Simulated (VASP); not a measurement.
All values below come from PBE GGA with D4 dispersion, VASP's PBE PAW potentials (set 64) (plane waves; VASP).

Input for VASP

### INCAR
```
! general
SYSTEM   =  NiO
PREC     =  Accurate
ENCUT    =  520
LREAL    =  F   ! projection in real space or not
LASPH    =  T   ! aspherical one-centre terms

! electronic loop
EDIFF    =  1E-7
NELM     =  100
ALGO     =  Normal
LMAXMIX  =  4

! smearing
ISMEAR   =  0
SIGMA    =  0.05   ! width (eV)

! functional
GGA      =  PE   ! PBE
IVDW     =  13   ! D4

! spin
ISPIN    =  2   ! spin-polarised
MAGMOM   =  1.3 -1.3 0.0 0.0

! ions
IBRION   =  2
NSW      =  30   ! most ionic steps
ISIF     =  4   ! ions and shape, fixed volume
EDIFFG   =  -0.01   ! ionic stop

! output
LWAVE    =  F
LCHARG   =  F
LORBIT   =  10
```

**KPOINTS**
```
Regular mesh
0
gamma
  9 9 9
0 0 0
```

**POSCAR**
```
NiO
1.0
  4.0754706827   2.0362229440   2.0362229440
  2.0362229440   4.0754706827   2.0362229440
  2.0362229440   2.0362229440   4.0754706827
Ni O
2 2
Cartesian
  0.0000000000   0.0000000000   0.0000000000
  4.0739582853   4.0739582853   4.0739582853
  2.0369791427   2.0369791427   2.0369791427
  6.1109374280   6.1109374280   6.1109374280
```

POTCAR, in this order: Ni O (PBE.64 set). Program: vasp_std.

What VASP printed:

File OUTCAR:
```
 ion  position               nearest neighbor table
   1  0.000  0.000  0.000-   4 2.04   4 2.04   4 2.04   3 2.04   3 2.04   3 2.04   2 2.88   2 2.88
                             2 2.88   2 2.88   2 2.88   2 2.88
   2  0.500  0.500  0.500-   3 2.04   3 2.04   3 2.04   4 2.04   4 2.04   4 2.04   1 2.88   1 2.88
                             1 2.88   1 2.88   1 2.88   1 2.88
   3  0.250  0.250  0.250-   1 2.04   1 2.04   1 2.04   2 2.04   2 2.04   2 2.04
   4  0.750  0.750  0.750-   2 2.04   2 2.04   2 2.04   1 2.04   1 2.04   1 2.04
  LATTYP: Found a trigonal (rhomboedric) cell.
 ALAT       =     4.9901772555
 COS(alpha) =     0.8330032443
 Subroutine PRICEL returns following result:
  LATTYP: Found a trigonal (rhomboedric) cell.
 ALAT       =     2.8817933531
 COS(alpha) =     0.4992576673
 Subroutine GETGRP returns: Found 12 space group operations
The static configuration has the point symmetry D_3d.
The dynamic configuration has the point symmetry D_3d.
The overall configuration has the point symmetry D_3d.
 Subroutine INISYM returns: Found 12 space group operations
 Subroutine IBZKPT returns following result:
 Found     85 irreducible k-points:

 Following reciprocal coordinates:
            Coordinates               Weight
  0.000000  0.000000  0.000000      1.000000
  0.111111  0.000000  0.000000      6.000000
  0.222222  0.000000  0.000000      6.000000
  0.333333 -0.000000  0.000000      6.000000
  0.444444  0.000000  0.000000      6.000000
  0.111111  0.111111  0.000000      6.000000
  0.222222  0.111111  0.000000     12.000000
  0.333333  0.111111 -0.000000     12.000000
  0.444444  0.111111  0.000000     12.000000
 -0.444444  0.111111 -0.000000     12.000000
 -0.333333  0.111111  0.000000     12.000000
 -0.222222  0.111111 -0.000000     12.000000
 -0.111111  0.111111  0.000000      6.000000
  0.222222  0.222222  0.000000      6.000000
  0.333333  0.222222  0.000000     12.000000
  0.444444  0.222222  0.000000     12.000000
...
```

**OSZICAR**
```
       N       E                     dE             d eps       ncg     rms          rms(c)
DAV:   1     0.258888637984E+03    0.25889E+03   -0.15959E+04  6960   0.215E+03
DAV:   2     0.218627444853E+01   -0.25670E+03   -0.24044E+03  7008   0.416E+02
DAV:   3    -0.264239526458E+02   -0.28610E+02   -0.27240E+02  7748   0.157E+02
DAV:   4    -0.272825281759E+02   -0.85858E+00   -0.85435E+00  7628   0.291E+01
DAV:   5    -0.273070483851E+02   -0.24520E-01   -0.24511E-01  8144   0.459E+00    0.220E+01
DAV:   6    -0.243460377006E+02    0.29610E+01   -0.39395E+01 10136   0.107E+02    0.211E+01
DAV:   7    -0.232228856044E+02    0.11232E+01   -0.65764E+00  8884   0.742E+01    0.104E+01
DAV:   8    -0.233773000558E+02   -0.15441E+00   -0.16757E+00  7760   0.116E+01    0.668E+00
DAV:   9    -0.233014415404E+02    0.75859E-01   -0.14281E-01 10936   0.108E+01    0.139E+00
DAV:  10    -0.233165171004E+02   -0.15076E-01   -0.62808E-02  9924   0.351E+00    0.646E-01
DAV:  11    -0.233170496763E+02   -0.53258E-03   -0.81828E-03 10292   0.280E+00    0.124E-01
DAV:  12    -0.233173010822E+02   -0.25141E-03   -0.22617E-03  7080   0.438E-01    0.832E-02
DAV:  13    -0.233172684861E+02    0.32596E-04   -0.23718E-04 10432   0.183E-01    0.332E-02
DAV:  14    -0.233172717883E+02   -0.33021E-05   -0.38277E-05  8744   0.149E-01    0.269E-02
DAV:  15    -0.233172718731E+02   -0.84875E-07   -0.95207E-06  9340   0.579E-02    0.644E-03
DAV:  16    -0.233172718494E+02    0.23749E-07   -0.14401E-06 10448   0.185E-02    0.141E-03
DAV:  17    -0.233172718239E+02    0.25450E-07   -0.86467E-08  3904   0.414E-03
   1 F= -.24629343E+02 E0= -.24629343E+02  d E =-.246293E+02  mag=     0.0000
       N       E                     dE             d eps       ncg     rms          rms(c)
DAV:   1    -0.233178568757E+02   -0.58503E-03   -0.22508E-02  7132   0.135E+00    0.165E-01
DAV:   2    -0.233176205682E+02    0.23631E-03   -0.36375E-04  8992   0.367E-01    0.950E-02
DAV:   3    -0.233175134803E+02    0.10709E-03   -0.86425E-05  9864   0.250E-01    0.382E-02
DAV:   4    -0.233175265480E+02   -0.13068E-04   -0.19803E-05  9720   0.866E-02    0.130E-02
DAV:   5    -0.233175247643E+02    0.17837E-05   -0.10328E-06  9336   0.328E-02    0.602E-03
DAV:   6    -0.233175245565E+02    0.20776E-06   -0.50633E-07  8184   0.131E-02    0.249E-03
DAV:   7    -0.233175246053E+02   -0.48709E-07   -0.92304E-08  3652   0.668E-03
   2 F= -.24629568E+02 E0= -.24629568E+02  d E =-.225901E-03  mag=     0.0000
       N       E                     dE             d eps       ncg     rms          rms(c)
DAV:   1    -0.233190623321E+02   -0.15378E-02   -0.84717E-02  7104   0.263E+00    0.320E-01
DAV:   2    -0.233181744737E+02    0.88786E-03   -0.13668E-03  9008   0.711E-01    0.184E-01
DAV:   3    -0.233177729138E+02    0.40156E-03   -0.32450E-04  9840   0.484E-01    0.741E-02
DAV:   4    -0.233178212098E+02   -0.48296E-04   -0.74193E-05  9728   0.168E-01    0.252E-02
DAV:   5    -0.233178144752E+02    0.67346E-05   -0.38808E-06 10168   0.633E-02    0.117E-02
DAV:   6    -0.233178137462E+02    0.72896E-06   -0.20500E-06 10368   0.252E-02    0.493E-03
DAV:   7    -0.233178138769E+02   -0.13067E-06   -0.25692E-07  5648   0.118E-02    0.284E-03
DAV:   8    -0.233178138958E+02   -0.18958E-07   -0.11652E-07  3600   0.358E-03
   3 F= -.24629793E+02 E0= -.24629793E+02  d E =-.450411E-03  mag=     0.0000
```

OUTCAR:
```
------------------------ aborting loop because EDIFF is reached ----------------------------------------
  Edisp (eV):   -1.31198
  FORCE on cell =-STRESS in cart. coord.  units (eV):
  Direction    XX          YY          ZZ          XY          YZ          ZX
  --------------------------------------------------------------------------------------
  Total       3.42793     3.42793     3.42793    -0.01052    -0.01052    -0.01052
  in kB     162.09013   162.09013   162.09013    -0.49760    -0.49760    -0.49760
  external pressure =      162.09 kB  Pullay stress =        0.00 kB
  volume of cell :       33.88
      direct lattice vectors                 reciprocal lattice vectors
     4.066809419  2.023206055  2.023206055     0.367306364 -0.122025381 -0.122025381
     2.023206055  4.066809419  2.023206055    -0.122025381  0.367306364 -0.122025381
     2.023206055  2.023206055  4.066809419    -0.122025381 -0.122025381  0.367306364
 POSITION                                       TOTAL-FORCE (eV/Angst)
 -----------------------------------------------------------------------------------
      0.00000      0.00000      0.00000         0.000000      0.000000      0.000000
      4.05661      4.05661      4.05661         0.000000     -0.000000      0.000000
      2.02831      2.02831      2.02831        -0.000000      0.000000     -0.000000
      6.08492      6.08492      6.08492        -0.000000      0.000000     -0.000000
 -----------------------------------------------------------------------------------
    total drift:                                0.000000     -0.000000     -0.000000
  FREE ENERGIE OF THE ION-ELECTRON SYSTEM (eV)
  ---------------------------------------------------
  free  energy   TOTEN  =       -24.6297929507 eV

  energy  without entropy=      -24.6297929507  energy(sigma->0) =      -24.62979295

 total charge

# of ion       s       p       d       tot
------------------------------------------
    1        0.355   0.463   8.323   9.140
    2        0.355   0.463   8.323   9.140
    3        1.563   3.450   0.000   5.013
    4        1.563   3.450   0.000   5.013
--------------------------------------------------
tot          3.835   7.826  16.646  28.306

 magnetization (x)

# of ion       s       p       d       tot
------------------------------------------
    1       -0.011  -0.015   1.325   1.298
    2        0.011   0.015  -1.325  -1.298
    3        0.000   0.000   0.000   0.000
    4        0.000   0.000   0.000   0.000
--------------------------------------------------
tot          0.000   0.000   0.000   0.000

 reached required accuracy - stopping structural energy minimisation
```
(Selected blocks of OUTCAR.)

File CONTCAR:
```
NiO
   1.00000000000000
     4.0668094187172175    2.0232060545147341    2.0232060545147341
     2.0232060545147341    4.0668094187172175    2.0232060545147341
     2.0232060545147341    2.0232060545147341    4.0668094187172175
  Ni              O
     2     2
Direct
     0.0000000000000000    0.0000000000000000    0.0000000000000000
     0.5000000000000000    0.5000000000000000    0.5000000000000000
     0.2500000000000000    0.2500000000000000    0.2500000000000000
     0.7500000000000000    0.7500000000000000    0.7500000000000000
```

The compound is NiO in the rock salt, AFM-II order structure. This cell is one point of a volume scan, at 0.94 of the reference volume. Symmetry was kept, so distortions that lower it aren't found.
